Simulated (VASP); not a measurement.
Here is a VASP 6.6.1 calculation.

File INCAR:

```
PREC = Accurate
ENCUT = 600
EDIFF = 1E-6
ISMEAR = 0
SIGMA = 0.05
LREAL = F
LASPH = T
NELM = 100
ALGO = Normal
ISIF = 3
LWAVE = F
LCHARG = F
GGA = PE
IBRION = 2
NSW = 60
EDIFFG = -0.01
```

KPOINTS

```
regular mesh
0
Gamma
  7 7 7
```

POSCAR

```
Ag3F
1.0
    0.0000000000      3.2160900000      3.2160900000
    3.2160900000      0.0000000000      3.2160900000
    3.2160900000      3.2160900000      0.0000000000
Ag F
3 1
Direct
    0.2500000000      0.2500000000      0.2500000000
    0.7500000000      0.7500000000      0.7500000000
    0.5000000000      0.5000000000      0.5000000000
    0.0000000000      0.0000000000      0.0000000000
```

Potentials or basis: VASP PAW PBE potentials, release 64 (Ag, F).

Command:

```sh
$ cat potpaw_PBE.64/Ag/POTCAR potpaw_PBE.64/F/POTCAR > POTCAR
$ mpirun -np 1 vasp_std > vasp.out
```

Q: What does it give for the relaxed cell?

A: a = 4.543 Å, b = 4.543 Å, c = 4.543 Å, α = 60.00°, β = 60.00°, γ = 60.00°.

Q: Predict the relaxed volume.

A: 16.57 Å³/atom.

Q: Predict the band gap on the k mesh.

A: None (metal or under the smearing width).

The path:
| step | energy change (eV) | largest force (eV/Å) | pressure (GPa) | volume (Å³) |
| --- | --- | --- | --- | --- |
| 1 | 0.0000 | 0.0000 | -0.24 | 66.53 |
| 2 | -0.0001 | 0.0000 | 0.04 | 66.29 |
